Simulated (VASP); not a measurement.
Input:

```
Er
1.0
    1.78000    -3.08305     0.00000
    1.78000     3.08305     0.00000
    0.00000     0.00000     5.59000
Er
2
Direct
  0.33333   0.66667   0.25000
  0.66667   0.33333   0.75000
```

Calculation: r2SCAN+rVV10, VASP's PBE PAW potentials (set 64) (plane waves; VASP). Numerical set-up: 520 eV cut-off, 11×11×6 Γ-centred mesh, first-order Methfessel-Paxton smearing of 0.10 eV, potentials Er_3.

The 4f electrons are frozen in the core of the lanthanide potential, so 4f levels, which can set the real gap, and their magnetism are missing.

Problem. The ions, cell shape and volume are relaxed. Predict the relaxed structure.

Solution. 
```
Er
1.0
    1.78377    -3.08958     0.00000
    1.78377     3.08958     0.00000
    0.00000     0.00000     5.50951
Er
2
Direct
  0.33333   0.66667   0.25000
  0.66667   0.33333   0.75000
```
Space group P6_3/mmc (194), at a tolerance of 0.03 Å.

Problem. How do energy and volume change from the first to the last step?

Solution. The energy (σ→0) changes by -1.2 meV/atom and the volume by -1.0 %, in 5 ionic steps.

The compound is Er in the hcp structure. This run relaxes it. Symmetry was kept, so distortions that lower it aren't found.
